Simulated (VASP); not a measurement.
# SnAs in VASP: further runs

One slab, SnAs, is run at these levels: PBEsol; tasks: single point.

All numbers are computed with VASP 6.6.1; they aren't measurements. Logs are shortened: lines on timing, memory, paths and dates and some standing lists are left out, and cuts for length are marked.

## Step 1: Starting point

The cell holds a slab with vacuum, 8 atoms: a = 4.017 Å, b = 4.017 Å, c = 23.480 Å, α = 90.00°, β = 90.00°, γ = 120.00°.

## Step 2: Single point, PBEsol

INCAR reads:

```
SYSTEM = SnAs
PREC = Accurate
ENCUT = 400
EDIFF = 0.001
ISMEAR = 1
SIGMA = 0.1
LREAL = .False.
LASPH = .True.
NELM = 120
ALGO = Normal
ISIF = 2
LWAVE = .False.
LCHARG = .False.
LDIPOL = .True.
IDIPOL = 3
DIPOL = 0.5 0.5 0.500
GGA = PS
NBANDS = 54
LVHAR = .True.
LVACPOTAV = .True.
```

KPOINTS reads:

```
regular mesh
0
Gamma
  12 12 1
  0 0 0
```

POSCAR reads:

```
SnAs
1.0
    4.0170736239      0.0000000000      0.0000000000
   -2.0085368120      3.4788878072      0.0000000000
    0.0000000000      0.0000000000     23.4797440774
As Sn
4 4
Direct
    0.3333333333      0.6666666667      0.2555394122
    0.0000000000      0.0000000000      0.3952311767
    0.6666666667      0.3333333333      0.5349229411
    0.3333333333      0.6666666667      0.6746147056
    0.6666666667      0.3333333333      0.3253852944
    0.3333333333      0.6666666667      0.4650770589
    0.0000000000      0.0000000000      0.6047688233
    0.6666666667      0.3333333333      0.7444605878
```

Potentials or basis: VASP PAW PBE potentials, release 64 (As, Sn_d).

On the command line:

```
> cat potpaw_PBE.64/As/POTCAR potpaw_PBE.64/Sn_d/POTCAR > POTCAR
> mpirun -np 1 vasp_std > vasp.out
```

OUTCAR:

```text
SYSTEM = SnAs
   PREC = Accurate
   ENCUT = 400
   EDIFF = 0.001
   ISMEAR = 1
   LREAL = .False.
   LASPH = .True.
   NELM = 120
   ISIF = 2
   GGA = PS

 Found     19 irreducible k-points:

 Following reciprocal coordinates:
            Coordinates               Weight
  0.000000  0.000000  0.000000      1.000000
  0.083333 -0.000000  0.000000      6.000000
  0.166667  0.000000  0.000000      6.000000
  0.250000  0.000000  0.000000      6.000000
  0.333333 -0.000000  0.000000      6.000000
  0.416667 -0.000000  0.000000      6.000000
   k-points           NKPTS =     19   k-points in BZ     NKDIM =     19   number of bands    NBANDS=     54
   number of dos      NEDOS =    301   number of ions     NIONS =      8
   total plane-waves  NPLWV = 125440
   dimension x,y,z NGX =    28 NGY =   28 NGZ =  160
   dimension x,y,z NGXF=    56 NGYF=   56 NGZF=  320
   ions per type =               4   4
   NGX,Y,Z   is equivalent  to a cutoff of  11.59, 11.59, 11.33 a.u.
   NGXF,Y,Z  is equivalent  to a cutoff of  23.18, 23.18, 22.66 a.u.
 SYSTEM =  SnAs
   PREC   = accura    normal or accurate (medium, high low for compatibility)
   ISTART =      0    job   : 0-new  1-cont  2-samecut
   ICHARG =      2    charge: 1-file 2-atom 10-const
   ISPIN  =      1    spin polarized calculation?
   LNONCOLLINEAR =      F non collinear calculations
   LSORBIT =      F    spin-orbit coupling
   LASPH  =      T    aspherical Exc in radial PAW
   ENCUT  =  400.0 eV  29.40 Ry    5.42 a.u.   6.55  6.55 38.29*2*pi/ulx,y,z
   NELM   =    120;   NELMIN=  2; NELMDL= -5     # of ELM steps
   EDIFF  = 0.1E-02   stopping-criterion for ELM
   LREAL  =      F    real-space projection
   EDIFFG = 0.1E-01   stopping-criterion for IOM
   NSW    =      0    number of steps for IOM
   IBRION =     -1    ionic relax: 0-MD 1-quasi-New 2-CG
   NFREE  =      0    steps in history (QN), initial steepest desc. (CG)
   ISIF   =      2    stress and relaxation
   ISYM   =      2    0-nonsym 1-usesym 2-fastsym
   POTIM  = 0.5000    time-step for ionic-motion
   TEBEG  =    0.0;   TEEND  =   0.0 temperature during run
   PSTRESS=    0.0 pullay stress
   NELECT =      76.0000    total number of electrons
   NUPDOWN=      -1.0000    fix difference up-down
   EMIN   =  10.00;   EMAX   =-10.00  energy-range for DOS
   EFERMI =   0.00;   METHOD = LEGACY
   ISMEAR =     1;   SIGMA  =   0.10  broadening in eV -4-tet -1-fermi 0-gaus
   EFERMI_NEDOS =   21; number of points for ismear=-14 and -15
   IALGO  =     38    algorithm
   IMIX   =      4    mixing-type and parameters
     AMIX     =   0.40;   BMIX     =  1.00
     AMIX_MAG =   1.60;   BMIX_MAG =  1.00
  volume/ion in A,a.u.               =      41.02       276.79
  Fermi-wavevector in a.u.,A,eV,Ry     =   1.005383  1.899898 13.752698  1.010795
  Thomas-Fermi vector in A             =   2.138059
   LORBIT       =      0    0 simple, 1 ext, 2 COOP (PROOUT), +10 PAW based schemes
   GGA     = PS    functional components
   LHFCALC =     F    Hartree Fock is set to
   AEXX    =    0.0000 exact exchange contribution
   IVDW    =     0    specifies the selected vdW correction
   LEPSILON=     F    determine dielectric tensor
   LRPA    =     F    only Hartree local field effects (RPA)
 non-spin polarized calculation
 Methfessel and Paxton  Order N= 1 SIGMA  =   0.10
  energy-cutoff  :      400.00
  volume of cell :      328.13
 maximum number of plane-waves:      6029
 NGX is ok and might be reduce to    28
   NGX = 13   NGY = 13   NGZ = 77

 dipolmoment           0.000000      0.000000      0.017615 electrons x Angstroem

 number of electron      76.0000005 magnetization

 dipolmoment           0.000000      0.000000     -0.077243 electrons x Angstroem

 Free energy of the ion-electron system (eV)
  ---------------------------------------------------
  ext. energy  EPLUGINS =         0.00000000
  ---------------------------------------------------
  free energy    TOTEN  =       -36.66406320 eV

  energy without entropy =      -36.66182797  energy(sigma->0) =      -36.66331812

 E-fermi :   1.7657     XC(G=0):  -6.7410

 val. band max:        1.7474845627   @ k =   0.0833   0.0833   0.0000
 cond. band min:       1.7985750575   @ k =   0.3333   0.0833   0.0000
 fundamental gap:      0.0510904948
 Fermi energy:         1.7656545561

 k-point     1 :       0.0000    0.0000    0.0000
  band No.  band energies     occupation
      1     -19.6835      2.00000
      2     -19.6835      2.00000
      3     -19.6681      2.00000
      4     -19.6523      2.00000
      5     -19.6523      2.00000
      6     -19.6255      2.00000
[... 42 lines left out ...]
     49       5.8050      0.00000
     50       5.8714      0.00000

 k-point     2 :       0.0833   -0.0000    0.0000
  band No.  band energies     occupation
      1     -19.6854      2.00000
      2     -19.6827      2.00000
      3     -19.6671      2.00000
      4     -19.6528      2.00000
      5     -19.6514      2.00000
      6     -19.6272      2.00000
[... 42 lines left out ...]
     49       5.8866      0.00000
     50       6.1713      0.00000

 k-point     3 :       0.1667    0.0000    0.0000
  band No.  band energies     occupation
      1     -19.6909      2.00000
      2     -19.6812      2.00000
      3     -19.6649      2.00000
      4     -19.6537      2.00000
      5     -19.6484      2.00000
      6     -19.6318      2.00000
[... 42 lines left out ...]
     49       6.1075      0.00000
     50       6.5323      0.00000

 k-point     4 :       0.2500    0.0000    0.0000
  band No.  band energies     occupation
      1     -19.6986      2.00000
      2     -19.6802      2.00000
      3     -19.6638      2.00000
      4     -19.6530      2.00000
      5     -19.6433      2.00000
      6     -19.6382      2.00000
[... 42 lines left out ...]
     49       6.4968      0.00000
     50       6.6952      0.00000

 k-point     5 :       0.3333   -0.0000    0.0000
  band No.  band energies     occupation
      1     -19.7066      2.00000
      2     -19.6801      2.00000
      3     -19.6649      2.00000
      4     -19.6510      2.00000
      5     -19.6437      2.00000
      6     -19.6372      2.00000
[... 42 lines left out ...]
     49       6.8142      0.00000
     50       6.8861      0.00000

 k-point     6 :       0.4167   -0.0000    0.0000
  band No.  band energies     occupation
      1     -19.7125      2.00000
      2     -19.6804      2.00000
      3     -19.6662      2.00000
      4     -19.6523      2.00000
      5     -19.6445      2.00000
      6     -19.6323      2.00000
[... 42 lines left out ...]
     49       6.6517      0.00000
     50       7.0950      0.00000

 [... further k-points ...]

 [bands above 50 left out]

------------------------ aborting loop because EDIFF is reached ----------------------------------------

  FORCE on cell =-STRESS in cart. coord.  units (eV):
  Direction    XX          YY          ZZ          XY          YZ          ZX
  --------------------------------------------------------------------------------------
  -------------------------------------------------------------------------------------
  Total       -1.1924414     -1.1924414      0.5636001      0.0000000      0.0000000     -0.0000000
  in kB       -5.8224269     -5.8224269      2.7519343      0.0000000      0.0000000     -0.0000000
  external PRESSURE =      -2.9643065 kB  Pullay stress =       0.0000000 kB

 VOLUME and BASIS-vectors are now :
 -----------------------------------------------------------------------------
  energy-cutoff  :      400.00
  volume of cell :      328.13
      direct lattice vectors                 reciprocal lattice vectors
     4.017073624  0.000000000  0.000000000     0.248937434  0.143724095  0.000000000
    -2.008536812  3.478887807  0.000000000     0.000000000  0.287448189  0.000000000
     0.000000000  0.000000000 23.479744077     0.000000000  0.000000000  0.042589902

 POSITION                                       TOTAL-FORCE (eV/Angst)
 -----------------------------------------------------------------------------------
     -0.00000      2.31926      6.00000        -0.000000      0.000000      1.021336
      0.00000      0.00000      9.27993        -0.000000     -0.000000      0.443537
      2.00854      1.15963     12.55985        -0.000000      0.000000     -0.098472
     -0.00000      2.31926     15.83978         0.000000      0.000000      0.771367
      2.00854      1.15963      7.63996         0.000000     -0.000000     -1.505945
     -0.00000      2.31926     10.91989        -0.000000      0.000000      0.021622
      0.00000      0.00000     14.19982         0.000000      0.000000     -0.364868
      2.00854      1.15963     17.47974         0.000000     -0.000000     -0.288577
 -----------------------------------------------------------------------------------
    total drift:                                0.000001     -0.000001     -0.030846

  FREE ENERGIE OF THE ION-ELECTRON SYSTEM (eV)
  ---------------------------------------------------
  free  energy   TOTEN  =       -36.6640632016 eV

  energy  without entropy=      -36.6618279671  energy(sigma->0) =      -36.66331812
```

Run time: 5.7 min. Hardware: 1 thread of AMD EPYC 7R43 (Zen 3), shared host; peak memory 0.42 GiB.

These settings aren't checked as converged: the numbers below hold their error.

Results:

```
Free energy            : -36.6641 eV
Largest force          : 1.506 eV/Å
Band gap on the k mesh : none (metal or under the smearing width)
```

Caveat: the PAW data sets were made with another functional, which shifts forces and pressure a little.

## Step 3: Single point, PBEsol

This run uses another cell than the first one, of 46.26 Å³/atom, 1.128 times its volume.

Changes to INCAR since step 2:

```diff
@@ -3,3 +3,3 @@
 ENCUT = 400
-EDIFF = 0.001
+EDIFF = 1E-7
 ISMEAR = 1
```

KPOINTS is that of step 2.

POSCAR reads:

```
SnAs
1.0
    4.0170736239      0.0000000000      0.0000000000
   -2.0085368120      3.4788878072      0.0000000000
    0.0000000000      0.0000000000     26.4797440774
As Sn
4 4
Direct
    0.3333333333      0.6666666667      0.2832353658
    0.0000000000      0.0000000000      0.4071008711
    0.6666666667      0.3333333333      0.5309663763
    0.3333333333      0.6666666667      0.6548318816
    0.6666666667      0.3333333333      0.3451681184
    0.3333333333      0.6666666667      0.4690336237
    0.0000000000      0.0000000000      0.5928991289
    0.6666666667      0.3333333333      0.7167646342
```

Potentials or basis: VASP PAW PBE potentials, release 64 (As, Sn_d).

On the command line:

```
> cat potpaw_PBE.64/As/POTCAR potpaw_PBE.64/Sn_d/POTCAR > POTCAR
> mpirun -np 1 vasp_std > vasp.out
```

It took 15 min on 1 thread of AMD EPYC 7R43 (Zen 3), shared host; peak memory 0.45 GiB.

These settings aren't checked as converged: the numbers below hold their error.

Results:

```yaml
Free_energy: -36.6637 eV
Largest_force: 1.500 eV/Å
Band_gap_on_the_k_mesh: none (metal or under the smearing width)
Work_function_of_the_upper_face: 4.25 eV
Work_function_of_the_lower_face: 5.36 eV
```

Caveat: the PAW data sets were made with another functional, which shifts forces and pressure a little.
